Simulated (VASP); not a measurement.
Input:

```
PbO
1.0
    3.96873     0.00000     0.00000
    0.00000     3.98734     0.00000
    0.00000     0.00000     5.04224
Pb O
2 2
Direct
  0.50000   0.00000   0.76500
  0.00000   0.50000   0.23500
  0.50000   0.50000   0.00000
  0.01020   0.00000   0.00000
```

These are PBE GGA, VASP's PBE PAW potentials (set 64) (plane waves; VASP 6.6.1) values and carry that method's errors. Settings: 520 eV cut-off, 5×5×4 Γ-centred mesh, tetrahedra, potentials Pb_d O.

Which forces act on the atoms, in eV/Å?

```json
[
 {"atom": "Pb1", "Fx": "0.151", "Fy": "0.000", "Fz": "-0.425"},
 {"atom": "Pb2", "Fx": "0.017", "Fy": "0.000", "Fz": "0.409"},
 {"atom": "O3", "Fx": "0.130", "Fy": "0.000", "Fz": "-0.041"},
 {"atom": "O4", "Fx": "-0.298", "Fy": "0.000", "Fz": "0.057"}
]
```

Give the stress tensor in GPa (positive for a compressed cell).

```
 5.07   0.00  -0.38
 0.00   4.65   0.00
-0.38   0.00   3.81
```
The pressure is its mean diagonal, 4.51 GPa.

The compound is PbO in the litharge structure. The cell was not relaxed at this level. The run is one of a series of settings (ISMEAR = -4, SIGMA removed against the base run), some of them coarse on purpose.
